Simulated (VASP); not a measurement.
Level of theory: RPBE GGA, VASP's PBE PAW potentials (set 64) (plane waves; VASP).

Input for VASP

### INCAR
```
SYSTEM = Ni3Fe
PREC = Accurate
ENCUT = 520
EDIFF = 1E-7
NELM = 100
ALGO = Normal
LREAL = .FALSE.
LASPH = .TRUE.
ISMEAR = 1
SIGMA = 0.1
GGA = RP
LMAXMIX = 4
ISPIN = 2
MAGMOM = 3.0 0.7 0.7 0.7
LORBIT = 10
LWAVE = .FALSE.
LCHARG = .FALSE.
ISIF = 2
```

File POSCAR:
```
Ni3Fe
3.5812360
  0.9999999946   0.0000000000   0.0000000000
  0.0000000000   0.9999999946   0.0000000000
  0.0000000000   0.0000000000   0.9999999946
Fe Ni
1 3
direct
  0.0000000000   0.0000000000   0.0000000000
  0.0000000000   0.5000000000   0.5000000000
  0.5000000000   0.0000000000   0.5000000000
  0.5000000000   0.5000000000   0.0000000000
```

**KPOINTS**
```
Automatic mesh
0
gamma
9 9 9
```

POTCAR, in this order: Fe Ni (PBE.64 set). Program: vasp_std.

What will the output report for the number of irreducible k-points (NKPTS), largest plane-wave count, number of space-group operations, FFT grid (NGX, NGY, NGZ)?

| Property | Value |
|---|---|
| number of irreducible k-points (NKPTS) | 35 |
| largest plane-wave count | 1253 |
| number of space-group operations | 48 |
| FFT grid (NGX, NGY, NGZ) | 28 × 28 × 28 |

The compound is Ni3Fe in the L1_2 structure. It was relaxed first.
